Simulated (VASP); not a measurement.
Output of a VASP run:

File OSZICAR:
```
       N       E                     dE             d eps       ncg     rms          rms(c)
DAV:   1     0.491568715680E+03    0.49157E+03   -0.17627E+04  1360   0.295E+03
DAV:   2     0.101407369868E+03   -0.39016E+03   -0.38420E+03  1952   0.429E+02
DAV:   3    -0.285258278078E+02   -0.12993E+03   -0.12774E+03  2528   0.235E+02
DAV:   4    -0.476664064442E+02   -0.19141E+02   -0.19130E+02  2376   0.959E+01
DAV:   5    -0.486690804037E+02   -0.10027E+01   -0.10022E+01  2544   0.256E+01    0.142E+01
DAV:   6    -0.438038005408E+02    0.48653E+01   -0.42652E+01  2120   0.417E+01    0.756E+00
DAV:   7    -0.437167229685E+02    0.87078E-01   -0.42868E+00  2520   0.224E+01    0.368E+00
DAV:   8    -0.436710392754E+02    0.45684E-01   -0.47604E-01  2424   0.637E+00    0.119E+00
DAV:   9    -0.436616500225E+02    0.93893E-02   -0.72445E-02  2488   0.234E+00    0.369E-01
DAV:  10    -0.436628268280E+02   -0.11768E-02   -0.26262E-02  2184   0.122E+00    0.164E-01
DAV:  11    -0.436634532360E+02   -0.62641E-03   -0.67752E-03  2520   0.712E-01    0.119E-01
DAV:  12    -0.436635473780E+02   -0.94142E-04   -0.15897E-03  2448   0.309E-01    0.515E-02
DAV:  13    -0.436635664202E+02   -0.19042E-04   -0.69922E-04  2480   0.194E-01    0.228E-02
DAV:  14    -0.436635741385E+02   -0.77183E-05   -0.64500E-05  2680   0.797E-02    0.135E-02
DAV:  15    -0.436635782456E+02   -0.41071E-05   -0.16140E-05  2592   0.271E-02    0.866E-03
DAV:  16    -0.436635791937E+02   -0.94816E-06   -0.22070E-05  2504   0.347E-02    0.322E-03
DAV:  17    -0.436635793779E+02   -0.18413E-06   -0.12134E-06  1328   0.119E-02
   1 F= -.41276702E+02 E0= -.41276702E+02  d E =-.412767E+02
       N       E                     dE             d eps       ncg     rms          rms(c)
DAV:   1    -0.436692403418E+02   -0.56611E-02   -0.18453E-01  1720   0.384E+00    0.219E-01
DAV:   2    -0.436693249674E+02   -0.84626E-04   -0.12857E-02  2128   0.121E+00    0.100E-01
DAV:   3    -0.436690720136E+02    0.25295E-03   -0.11156E-03  2392   0.345E-01    0.344E-02
DAV:   4    -0.436690457743E+02    0.26239E-04   -0.25292E-04  2568   0.162E-01    0.153E-02
DAV:   5    -0.436690442864E+02    0.14879E-05   -0.43847E-05  2592   0.460E-02    0.722E-03
DAV:   6    -0.436690438903E+02    0.39613E-06   -0.35335E-06  1752   0.181E-02
   2 F= -.41277101E+02 E0= -.41277101E+02  d E =-.398824E-03
       N       E                     dE             d eps       ncg     rms          rms(c)
DAV:   1    -0.436691516170E+02   -0.10733E-03   -0.88505E-05  2064   0.847E-02    0.498E-03
DAV:   2    -0.436691516299E+02   -0.12887E-07   -0.53860E-06  1784   0.260E-02
   3 F= -.41277100E+02 E0= -.41277100E+02  d E =-.398168E-03
       N       E                     dE             d eps       ncg     rms          rms(c)
DAV:   1    -0.436652828064E+02    0.38688E-02   -0.19874E-01  1768   0.371E+00    0.175E-01
DAV:   2    -0.436655785836E+02   -0.29578E-03   -0.10350E-02  2032   0.102E+00    0.777E-02
DAV:   3    -0.436654209217E+02    0.15766E-03   -0.78435E-04  2384   0.304E-01    0.249E-02
DAV:   4    -0.436654121660E+02    0.87556E-05   -0.12832E-04  2616   0.109E-01    0.121E-02
DAV:   5    -0.436654125617E+02   -0.39565E-06   -0.20253E-05  2496   0.325E-02    0.611E-03
DAV:   6    -0.436654134737E+02   -0.91206E-06   -0.17856E-06  1376   0.138E-02
   4 F= -.41277283E+02 E0= -.41277283E+02  d E =-.182974E-03
```

OUTCAR:
```
------------------------ aborting loop because EDIFF is reached ----------------------------------------
  FORCE on cell =-STRESS in cart. coord.  units (eV):
  Direction    XX          YY          ZZ          XY          YZ          ZX
  --------------------------------------------------------------------------------------
  Total        2.4590619      2.4590617      2.3545243      0.0000000      0.0000000      0.0000000
  in kB       51.4850909     51.4850873     49.2964008      0.0000000      0.0000000      0.0000000
  external PRESSURE =       0.7555263 kB  Pullay stress =      50.0000000 kB
  volume of cell :       76.52
      direct lattice vectors                 reciprocal lattice vectors
     1.937755452 -3.356290777  0.000000000     0.258030496 -0.148973981  0.000000000
     1.937755452  3.356290777 -0.000000000     0.258030496  0.148973981  0.000000000
    -0.000000000 -0.000000000  5.883151173    -0.000000000  0.000000000  0.169976934
 POSITION                                       TOTAL-FORCE (eV/Angst)
 -----------------------------------------------------------------------------------
      1.93776      1.11877      1.42443        -0.000000      0.000000     -0.005267
      1.93776     -1.11877      4.45872        -0.000000     -0.000000      0.005267
      0.00000      0.00000     -0.00000         0.000000      0.000000      0.000000
      1.93776      1.11877      3.81297         0.000000     -0.000000     -0.001131
      1.93776     -1.11877      2.07018         0.000000      0.000000      0.001131
 -----------------------------------------------------------------------------------
    total drift:                               -0.000000      0.000000      0.000000
  FREE ENERGIE OF THE ION-ELECTRON SYSTEM (eV)
  ---------------------------------------------------
  free  energy   TOTEN  =       -43.6654134737 eV

  energy  without entropy=      -43.6654134737  energy(sigma->0) =      -43.66541347
  enthalpy is  TOTEN    =       -41.2772834277 eV   P V=        2.3881300460

 reached required accuracy - stopping structural energy minimisation
```
(Selected blocks of OUTCAR.)

File POSCAR:
```
La2O3
1
    1.9386038244    -3.3577602136    -0.0000000000
    1.9386038244     3.3577602136     0.0000000000
    0.0000000000     0.0000000000     5.8749191578
La O
2 3
Direct
  0.3333330000   0.6666670000   0.2424198312
  0.6666670000   0.3333330000   0.7575801688
  0.0000000000   0.0000000000   1.0000000000
  0.3333330000   0.6666670000   0.6468830271
  0.6666670000   0.3333330000   0.3531169729
```

Problem. Write an INCAR and KPOINTS that could have produced this output.

Solution. This is not unique; one that fits is the input of the run itself, PBEsol GGA, plane waves, VASP's PBE PAW potentials (set 64).

**KPOINTS**
```
K-points
0
Gamma
  7 7 4
0 0 0
```

### INCAR
```
GGA  =  PS   ! PBEsol
ENCUT  =  620
NSW  =  40   ! most ionic steps
SIGMA  =  0.05
LCHARG  =  .False.
LWAVE  =  .False.
EDIFFG  =  -0.02   ! ionic stop
NELM  =  100   ! most electronic steps
SYSTEM  =  La2O3
ISIF  =  3
EDIFF  =  1E-6
PREC  =  Accurate
ISMEAR  =  0   ! Gaussian
IBRION  =  2
LMAXMIX  =  6
LREAL  =  .False.   ! projection in real space or not
PSTRESS  =  50   ! kbar
LASPH  =  .True.
ALGO  =  Normal   ! blocked Davidson
```

POTCAR, in this order: La O (PBE.64 set). Program: vasp_std.

The compound is La2O3 in the a-type structure. This run relaxes it under an external pressure of 5 GPa. Symmetry was kept, so distortions that lower it aren't found.
